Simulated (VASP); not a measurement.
Output of a VASP run:

**OUTCAR**
```
 ion  position               nearest neighbor table
   1  0.000  0.000  0.000-
  LATTYP: Found a body centered cubic cell.
 ALAT       =     2.8835159434
 Subroutine PRICEL returns:
 Original cell was already a primitive cell.
 Subroutine GETGRP returns: Found 48 space group operations
The static configuration has the point symmetry O_h .
The dynamic configuration has the point symmetry O_h .
The overall configuration has the point symmetry O_h .
 Subroutine INISYM returns: Found 48 space group operations
 Subroutine IBZKPT returns following result:
 Found    195 irreducible k-points:

 Following reciprocal coordinates:
            Coordinates               Weight
  0.000000  0.000000  0.000000      1.000000
  0.055556  0.000000  0.000000     12.000000
  0.111111  0.000000  0.000000     12.000000
  0.166667  0.000000  0.000000     12.000000
  0.222222  0.000000  0.000000     12.000000
  0.277778  0.000000  0.000000     12.000000
  0.333333  0.000000  0.000000     12.000000
  0.388889  0.000000  0.000000     12.000000
  0.444444  0.000000  0.000000     12.000000
  0.500000  0.000000  0.000000      6.000000
  0.055556  0.055556  0.000000     24.000000
  0.111111  0.055556  0.000000     48.000000
  0.166667  0.055556  0.000000     48.000000
  0.222222  0.055556  0.000000     48.000000
  0.277778  0.055556  0.000000     48.000000
  0.333333  0.055556  0.000000     48.000000
  0.388889  0.055556 -0.000000     48.000000
  0.444444  0.055556 -0.000000     48.000000
  0.111111  0.111111  0.000000     24.000000
  0.166667  0.111111  0.000000     48.000000
  0.222222  0.111111  0.000000     48.000000
  0.277778  0.111111 -0.000000     48.000000
  0.333333  0.111111  0.000000     48.000000
  0.388889  0.111111  0.000000     48.000000
  0.444444  0.111111  0.000000     24.000000
  0.166667  0.166667  0.000000     24.000000
  0.222222  0.166667  0.000000     48.000000
  0.277778  0.166667  0.000000     48.000000
  0.333333  0.166667  0.000000     48.000000
  0.388889  0.166667 -0.000000     48.000000
  0.222222  0.222222  0.000000     24.000000
  0.277778  0.222222  0.000000     48.000000
  0.333333  0.222222 -0.000000     48.000000
  0.388889  0.222222  0.000000     24.000000
  0.277778  0.277778  0.000000     24.000000
  0.333333  0.277778  0.000000     48.000000
  0.333333  0.333333  0.000000      8.000000
  0.055556  0.055556  0.055556      8.000000
  0.111111  0.055556  0.055556     24.000000
  0.166667  0.055556  0.055556     24.000000
   k-points           NKPTS =    195   k-points in BZ     NKDIM =    195   number of bands    NBANDS=      9
   number of dos      NEDOS =    301   number of ions     NIONS =      1
   total plane-waves  NPLWV =   8000
   dimension x,y,z NGX =    20 NGY =   20 NGZ =   20
   dimension x,y,z NGXF=    40 NGYF=   40 NGZF=   40
   ions per type =               1
   PREC   = accura    normal or accurate (medium, high low for compatibility)
   ISTART =      0    job   : 0-new  1-cont  2-samecut
   ICHARG =      2    charge: 1-file 2-atom 10-const
   ISPIN  =      2    spin polarized calculation?
   LNONCOLLINEAR =      F non collinear calculations
   LSORBIT =      F    spin-orbit coupling
   INIWAV =      1    electr: 0-lowe 1-rand  2-diag
   ENCUT  =  520.0 eV  38.22 Ry    6.18 a.u.   4.64  4.64  4.64*2*pi/ulx,y,z
   NELM   =    100;   NELMIN=  2; NELMDL= -5     # of ELM steps
   EDIFF  = 0.1E-06   stopping-criterion for ELM
   LREAL  =      F    real-space projection
   NLSPLINE    = F    spline interpolate recip. space projectors
   LMAXMIX     =    4 max onsite mixed and CHGCAR
   VOSKOWN=      0    Vosko Wilk Nusair interpolation
   EDIFFG = 0.1E-05   stopping-criterion for IOM
   NSW    =      0    number of steps for IOM
   NBLOCK =      1;   KBLOCK =      1    inner block; outer block
   IBRION =     -1    ionic relax: 0-MD 1-quasi-New 2-CG
...
```

OSZICAR:
```
       N       E                     dE             d eps       ncg     rms          rms(c)
DAV:   1     0.161291715952E+02    0.16129E+02   -0.40994E+03  7244   0.106E+03
DAV:   2    -0.885635910438E+01   -0.24986E+02   -0.23657E+02  7111   0.129E+02
DAV:   3    -0.918147886687E+01   -0.32512E+00   -0.32358E+00  7934   0.201E+01
DAV:   4    -0.918295443800E+01   -0.14756E-02   -0.14755E-02  7722   0.128E+00
DAV:   5    -0.918296881863E+01   -0.14381E-04   -0.14380E-04  7622   0.109E-01    0.107E+01
DAV:   6    -0.824655190533E+01    0.93642E+00   -0.14433E+01  7423   0.596E+01    0.631E+00
DAV:   7    -0.814589591585E+01    0.10066E+00   -0.11990E+00  7408   0.165E+01    0.328E+00
DAV:   8    -0.814009604902E+01    0.57999E-02   -0.10019E-02  8635   0.792E-01    0.132E+00
DAV:   9    -0.813346782585E+01    0.66282E-02   -0.71131E-03  8674   0.589E-01    0.380E-01
DAV:  10    -0.813316344414E+01    0.30438E-03   -0.78691E-04  7357   0.337E-01    0.103E-01
DAV:  11    -0.813319710031E+01   -0.33656E-04   -0.87303E-05  7379   0.122E-01    0.445E-02
DAV:  12    -0.813319761744E+01   -0.51714E-06   -0.67055E-06  7523   0.396E-02    0.175E-02
DAV:  13    -0.813319832435E+01   -0.70691E-06   -0.22747E-06  8156   0.168E-02    0.594E-03
DAV:  14    -0.813319833911E+01   -0.14757E-07   -0.30479E-07  7210   0.543E-03
   1 F= -.81331983E+01 E0= -.81331020E+01  d E =-.289107E-03  mag=     2.2144
```

### OUTCAR
```
------------------------ aborting loop because EDIFF is reached ----------------------------------------
  FORCE on cell =-STRESS in cart. coord.  units (eV):
  Direction    XX          YY          ZZ          XY          YZ          ZX
  --------------------------------------------------------------------------------------
  Total       -0.7693505     -0.7693505     -0.7693505      0.0000000      0.0000000      0.0000000
  in kB     -102.8247651   -102.8247651   -102.8247651      0.0000000      0.0000000      0.0000000
  external PRESSURE =    -102.8247651 kB  Pullay stress =       0.0000000 kB
  volume of cell :       11.99
      direct lattice vectors                 reciprocal lattice vectors
    -1.441757972  1.441757972  1.441757972     0.000000000  0.346798845  0.346798845
     1.441757972 -1.441757972  1.441757972     0.346798845  0.000000000  0.346798845
     1.441757972  1.441757972 -1.441757972     0.346798845  0.346798845  0.000000000
 POSITION                                       TOTAL-FORCE (eV/Angst)
 -----------------------------------------------------------------------------------
      0.00000      0.00000      0.00000         0.000000     -0.000000     -0.000000
 -----------------------------------------------------------------------------------
    total drift:                                0.000000     -0.000000      0.000000
  FREE ENERGIE OF THE ION-ELECTRON SYSTEM (eV)
  ---------------------------------------------------
  free  energy   TOTEN  =        -8.1331983391 eV

  energy  without entropy=       -8.1329092320  energy(sigma->0) =       -8.13310197

 total charge

# of ion       s       p       d       tot
------------------------------------------
    1        0.464   0.489   6.219   7.172

 magnetization (x)

# of ion       s       p       d       tot
------------------------------------------
    1       -0.013  -0.050   2.282   2.219
```
(Selected blocks of OUTCAR.)

**POSCAR**
```
Fe
1
   -1.4417579717     1.4417579717     1.4417579717
    1.4417579717    -1.4417579717     1.4417579717
    1.4417579717     1.4417579717    -1.4417579717
Fe
1
Direct
  0.0000000000   0.0000000000   0.0000000000
```

Task: Write an INCAR and KPOINTS that could have produced this output.

Result: One answer among several that fit: the input of the run itself, PW91 GGA, plane waves, VASP's PBE PAW potentials (set 64).

INCAR:
```
SYSTEM = Fe
PREC = Accurate
ENCUT = 520
EDIFF = 1E-7
NELM = 100
ALGO = Normal
LREAL = .FALSE.
LASPH = .TRUE.
ISMEAR = 1
SIGMA = 0.1
GGA = 91
LMAXMIX = 4
ISPIN = 2
MAGMOM = 2.1
LORBIT = 10
LWAVE = .FALSE.
LCHARG = .FALSE.
ISIF = 2
```

### KPOINTS
```
Automatic mesh
0
Gamma
18 18 18
0 0 0
```

POTCAR, in this order: Fe (PBE.64 set). Program: vasp_std.

The compound is Fe in the bcc structure. This cell is one point of a volume scan, at 1.06 of the reference volume.
